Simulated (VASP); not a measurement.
The input files of a VASP run:

File POSCAR:
```
ZrS2
1
    1.8666000000    -3.2330460000     0.0000000000
    1.8666000000     3.2330460000     0.0000000000
    0.0000000000     0.0000000000     5.9364000000
Zr S
1 2
Direct
  0.0000000000   0.0000000000   0.0000000000
  0.3333330000   0.6666670000   0.2500000000
  0.6666670000   0.3333330000   0.7500000000
```

**INCAR**
```
SYSTEM = ZrS2
PREC = Accurate
ENCUT = 400
EDIFF = 1E-6
NELM = 100
ALGO = Normal
LREAL = .FALSE.
LASPH = .TRUE.
ISMEAR = 0
SIGMA = 0.05
GGA = PE
LMAXMIX = 4
LWAVE = .FALSE.
LCHARG = .FALSE.
ISIF = 2
NBANDS = 11
```

KPOINTS:
```
Automatic mesh
0
Gamma
5 5 3
0 0 0
```

POTCAR, in this order: Zr_sv S (PBE.64 set). Program: vasp_std.

Output of the run:

**standard output**
```
 POSCAR found type information on POSCAR ZrS
 POSCAR found :  2 types and       3 ions
 Reading from existing POTCAR
 Reading from existing POTCAR
 LDA part: xc-table for (Slater+PW92), standard interpolation

 -----------------------------------------------------------------------------
|                                                                             |
|     EEEEEEE  RRRRRR   RRRRRR   OOOOOOO  RRRRRR      ###     ###     ###     |
|     E        R     R  R     R  O     O  R     R     ###     ###     ###     |
|     E        R     R  R     R  O     O  R     R     ###     ###     ###     |
|     EEEEE    RRRRRR   RRRRRR   O     O  RRRRRR       #       #       #      |
|     E        R   R    R   R    O     O  R   R                               |
|     E        R    R   R    R   O     O  R    R      ###     ###     ###     |
|     EEEEEEE  R     R  R     R  OOOOOOO  R     R     ###     ###     ###     |
|                                                                             |
|     The number of bands is not sufficient to hold all electrons. I am       |
|     sorry, but this calculation does not make sense. If you want to         |
|     calculate only selected states, you need to set either EFERMI or        |
|     EREF. EREF specifies around which energy states are supposed to be      |
|     calculated.                                                             |
|     I found NBANDS = 11, NELECT = 24.                                       |
|                                                                             |
|       ---->  I REFUSE TO CONTINUE WITH THIS SICK JOB ... BYE!!! <----       |
|                                                                             |
 -----------------------------------------------------------------------------
```

Q: Read input and log: which fault does this run have?
A) NBANDS is too small to hold all electrons
B) ALGO = VeryFast starts from random orbitals with almost no delay (NELMDL = -1)
C) NELM is too small, so the electronic loop ends before EDIFF is met
D) the Γ-only program was given a k-mesh

A: A, NBANDS is too small to hold all electrons. VASP stops with an error: The number of bands is not sufficient to hold all electrons. I am sorry, but this calculation does not make sense. If you want to calculate only selected states, you need to set either EFERMI or EREF. EREF specifies around which energy states are supposed to be calculated. I found NBANDS = 11, NELECT = 24. ----> I REFUSE TO CONTINUE WITH THIS SICK JOB ... BYE!!! <----

To mend it, remove NBANDS.

The mended run (PBE GGA, plane waves, VASP's PBE PAW potentials (set 64)) converges, and its OSZICAR ends with
```
   1 F= -.21343262E+02 E0= -.21343262E+02  d E =-.653029E-21
```

The compound is ZrS2 in the 1T layered structure. The cell was not relaxed at this level.
